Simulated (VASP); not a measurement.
# H16CO10 in VASP: further runs, part 2 of 2

VASP 6.6.1. Earlier steps stand in the parts before.

**4. Single point, PBE+D3(BJ)**

This run uses another cell than the first one, of 6.76 Å³/atom, 0.542 times its volume.

Input file INCAR:

```
SYSTEM = H16CO10
PREC = Accurate ; ENCUT = 520
EDIFF = 1E-7 ; ISMEAR = -1
SIGMA = 0.05 ; LREAL = Auto
LASPH = .True. ; NELM = 100
ALGO = Normal ; ISIF = 2
LWAVE = .False. ; LCHARG = .True.
GGA = PE ; IVDW = 12
LELF = .True. ; LVHAR = .True.
NBANDS = 59
```

Input file KPOINTS:

```
Automatic mesh
0
Gamma
  1 1 1
  0 0 0
```

Input file POSCAR:

```
H16CO10
1.0
    5.9744320000      0.0000000000      0.0000000000
    0.0000000000      5.7543510000      0.0000000000
    0.0000000000      0.0000000000      5.3106530000
O H C
10 16 1
Direct
    0.7114316474      0.8762934343      0.9923638392
    0.0225126004      0.1814279317     -0.0943198511
    0.4696513409      0.1539878259      0.5723966525
    1.0284492317      0.6982021083      0.2500822404
    0.1784270036      0.8946621435      0.6879756595
    0.4525451122      0.4859453308      0.1684538606
    0.4229188649      0.5930121399      0.6599941664
    0.3475811592      0.9903810178      0.1493789935
    0.8300872786      0.4503548706      0.6751147175
    0.8301207546      0.1856334450      0.3618575719
    0.5948850033      1.0520387095      0.6051798150
    0.8262375402      0.9924837745      0.9476424086
    0.1293009946      0.6011972506      0.1455188279
   -0.0213409409      0.3007463396      0.0251758117
    0.3727551004      0.0490759080      0.3112988177
    0.3227252398      0.0471469328      0.6169862727
    1.3015630607      0.8511646231      0.2488582854
    0.8860591266      0.7369032581      0.1592459534
    0.2646276667      0.7329757952      0.6341216419
    0.0385308595      0.9306523012      0.5736959278
    0.5097388338      0.3418109184      0.2502705411
    0.5599360743      0.5999981579      0.2254713309
    0.4830752112      0.5807431629      0.8266026796
    0.3989500592      0.4070658881      0.6257045979
    0.5872692166      0.9712998043      0.0589569682
    0.1612538230      1.1383907586     -0.0201858416
    0.8462059657      0.3104607279      0.5364312072
```

On the command line:

```console
$ cat potpaw_PBE.64/O/POTCAR potpaw_PBE.64/H/POTCAR potpaw_PBE.64/C/POTCAR > POTCAR
$ mpirun -np 1 vasp_gam > vasp.out
```

It took 31 s on 1 thread of Intel Xeon Platinum 8488C (Sapphire Rapids), shared host; peak memory 0.26 GiB.

Results (log left out):

| Quantity | Value |
| --- | --- |
| Free energy | -135.7703 eV |
| Pressure | 15.7 GPa |
| Largest force | 9.134 eV/Å |
| Band gap on the k mesh | 4.61 eV, direct |
| Dispersion energy per atom | -0.060 eV |

Forces on the atoms (eV/Å):
```
O    0.348 -0.341 -0.863
O   -0.748  1.636  0.667
O   -0.651  0.424 -0.139
O    0.212 -1.532  0.108
O   -2.850  0.129 -2.785
O    0.784 -1.519 -0.053
O   -0.366 -3.602 -1.116
O   -0.934 -1.562 -0.320
O   -0.726  7.044  5.768
O    1.146 -1.233 -0.436
H   -0.044 -0.179  0.363
H    0.759 -0.057  0.039
H   -0.688  0.442  0.263
H   -0.456  0.319 -0.220
H    1.182  3.067  2.181
H   -0.152 -0.389  1.015
H   -0.973 -0.551 -1.930
H    0.501  0.312 -0.418
H   -0.515  0.532  0.758
H    2.420 -1.154  1.592
H   -0.574  0.837 -0.390
H    0.160  0.288 -0.030
H    0.241  0.577  0.899
H    0.752  2.487  0.233
H   -0.475 -0.544  0.027
H    1.429 -1.541  0.565
C    0.217 -3.889 -5.780
```

Stress tensor (GPa, compression positive):
```
14.15 -1.54 -2.03
-1.54 16.78  8.56
-2.03  8.56 16.30
```

Levels at points of the mesh, in eV from the valence-band top:
```csv
k point,band 36,band 37,band 38,band 39,band 40,band 41,band 42,band 43,band 44,band 45
"(0.00, 0.00, 0.00)",-0.51,-0.43,-0.23,-0.17,0.00,4.61,6.30,6.62,8.25,8.35
```

Caveat: the standard files for N, O and F lose accuracy on very short bonds; so large a pressure means that the cell lies far from this level's equilibrium, or that cutoff or potentials fall short. A hybrid or GW would open this gap; PBE tends to underestimate it.

**5. Single point, PBE+D3(BJ)**

This run uses another cell than the first one, of 5.84 Å³/atom, 0.469 times its volume.

Input file INCAR:

```
SYSTEM = H16CO10
ALGO = Fast
EDIFF = 1E-6
ENCUT = 520
GGA = PE
ISIF = 2
ISMEAR = -1
IVDW = 12
LASPH = .True.
LCHARG = .True.
LELF = .True.
LREAL = Auto
LVHAR = .True.
LWAVE = .False.
NBANDS = 59
NELM = 100
PREC = Accurate
SIGMA = 0.05
```

Input file KPOINTS:

```
k-points
0
Gamma
  1 1 1
  0 0 0
```

Input file POSCAR:

```
H16CO10
1.0
    5.5985180000      0.0000000000      0.0000000000
    0.0000000000      5.5586220000      0.0000000000
    0.0000000000      0.0000000000      5.0678200000
O H C
10 16 1
Direct
    0.7088304441      0.9434172714      0.9149298910
    0.0479412587      0.2113833249     -0.1284181364
    0.4415811470      0.1913243966      0.6152349531
    1.0488847227      0.6044303786      0.0959584200
    0.0845402301      0.8755767167      0.6208192083
    0.5161723156      0.4089682659      0.1127506502
    0.4351330120      0.6612790004      0.6195366055
    0.3327487739      0.9778322757      0.1741379923
    0.8152514648      0.5221617876      0.6049543985
    0.8542082030      0.1737301079      0.3412710002
    0.5583799141      1.1062453968      0.7368454286
    0.8969695194      1.1374581686      0.9543748594
    0.2184863923      0.6557200688      0.1105406269
    0.0340625858      0.3832784456     -0.0678003560
    0.4794125874      0.0891767780      0.4678540280
    0.0970256772      0.0637927889      0.6646447585
    1.2185724865      0.9801529948      0.3233934907
    0.9619510020      0.7478831984      0.1255569456
    0.2263456150      0.7388881633      0.6288700072
   -0.0777348577      0.8437882626      0.6185499880
    0.4534950142      0.3314490534      0.2676890655
    0.5915136827      0.5617219520      0.1762296214
    0.5285505914      0.7832696665      0.7049579504
    0.4651766771      0.4926580725      0.6814961857
    0.5914779590      1.0151616714      0.0331108840
    0.2464044949      1.1298123888      0.0357155542
    0.8683548039      0.3423870161      0.4797921000
```

On the command line:

```console
$ cat potpaw_PBE.64/O/POTCAR potpaw_PBE.64/H/POTCAR potpaw_PBE.64/C/POTCAR > POTCAR
$ mpirun -np 1 vasp_gam > vasp.out
```

It took 25 s on 1 thread of Intel Xeon Platinum 8488C (Sapphire Rapids), shared host; peak memory 0.28 GiB.

It converged, with:

| Quantity | Value |
| --- | --- |
| Free energy | -135.1641 eV |
| Pressure | 15.2 GPa |
| Largest force | 4.686 eV/Å |
| Band gap on the k mesh | 3.60 eV, direct |
| Dispersion energy per atom | -0.072 eV |

Forces on the atoms (eV/Å):
```
O   -0.012  0.101 -0.464
O    1.025  1.643  1.073
O    0.251  0.153  0.333
O    1.670 -1.114  0.458
O    1.609  1.634 -1.202
O    0.654  2.100 -0.505
O   -2.254 -1.621 -0.990
O   -2.050  2.035 -0.680
O    2.039 -3.505 -2.348
O    0.813 -0.077  0.674
H    0.339  0.187  0.830
H   -0.400 -1.303 -0.890
H   -0.524 -0.093 -0.082
H    0.312  0.511 -0.127
H   -0.313 -0.183 -1.313
H    0.539 -1.318  0.988
H    0.288 -0.270 -0.612
H   -1.301  1.339 -0.465
H    0.969 -0.115  0.169
H   -2.366 -1.003  0.417
H   -0.089  0.118  0.520
H   -0.679 -0.946 -0.459
H    1.473  0.433  1.748
H   -0.124  0.907 -0.093
H    0.122 -0.698  0.404
H    0.232 -2.453  1.180
C   -2.223  3.537  1.438
```

Stress tensor (GPa, compression positive):
```
21.53  1.07 -0.88
 1.07 13.09  0.12
-0.88  0.12 10.96
```

Levels at points of the mesh, in eV from the valence-band top:
| k point | band 38 | band 39 | band 40 | band 41 | band 42 | band 43 |
| --- | --- | --- | --- | --- | --- | --- |
| (0.00, 0.00, 0.00) | -0.97 | -0.37 | 0.00 | 3.60 | 4.98 | 5.45 |

Caveat: the standard files for N, O and F lose accuracy on very short bonds; so large a pressure means that the cell lies far from this level's equilibrium, or that cutoff or potentials fall short. A hybrid or GW would open this gap; PBE tends to underestimate it.

**6. Summary**

| cell | gap on the mesh (eV) | pressure (GPa) | largest force (eV/Å) |
| --- | --- | --- | --- |
| P1, 12.47 Å³/atom | 4.63 | -0.2 | 0.58 |
| P1, 5.0 Å³/atom | 3.90 | 42.6 | 5.23 |
| P1, 6.76 Å³/atom | 4.61 | 15.7 | 9.13 |
| P1, 5.84 Å³/atom | 3.60 | 15.2 | 4.69 |

Alike in all rows: task single point; level PBE+D3(BJ); potentials or basis VASP PAW PBE potentials, release 64 (O, H, C); no spin polarisation; k mesh 1 × 1 × 1; cutoff (eV) 520; smearing fermi-dirac 0.05 eV.

On the cell as given the gap runs from 3.60 eV (PBE+D3(BJ)) to 4.63 eV (PBE+D3(BJ)).

Caveats: the standard files for N, O and F lose accuracy on very short bonds; so large a pressure means that the cell lies far from this level's equilibrium, or that cutoff or potentials fall short (some runs); a pressure of tens of GPa on the cell as given is suspect, and the run, the potentials or the cell itself is likely at fault (some runs).

Total energies depend on the potentials used, so only differences within one code and one set of settings carry meaning.
